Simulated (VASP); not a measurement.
Shape and ions are relaxed at each volume.

Consider the following.

Space group P6₃/mmc (No. 194); a = 2.260 Å, b = 2.260 Å, c = 3.578 Å, α = 90.00°, β = 90.00°, γ = 120.00°

| atom | site | symmetry | x | y | z |
|---|---|---|---|---|---|
| Be | 2c | -6m2 | 0.3333 | 0.6667 | 0.2500 |

Calculation: r2SCAN+rVV10, VASP's PBE PAW potentials (set 64) (plane waves; VASP). Run with 520 eV cut-off, 18×18×10 Γ-centred mesh, first-order Methfessel-Paxton smearing of 0.10 eV, potentials Be.

Q: Give the energy at these volumes per atom, relative to the lowest: 7.44, 7.68, 7.92, 8.16, 8.39 Å³.

A: 11.9, 2.8, 0.0, 2.8, 10.5 meV/atom. A third-order Birch-Murnaghan fit gives B0 = 125 GPa and B0′ = 3.3.

The compound is Be in the hcp structure. It was relaxed first.
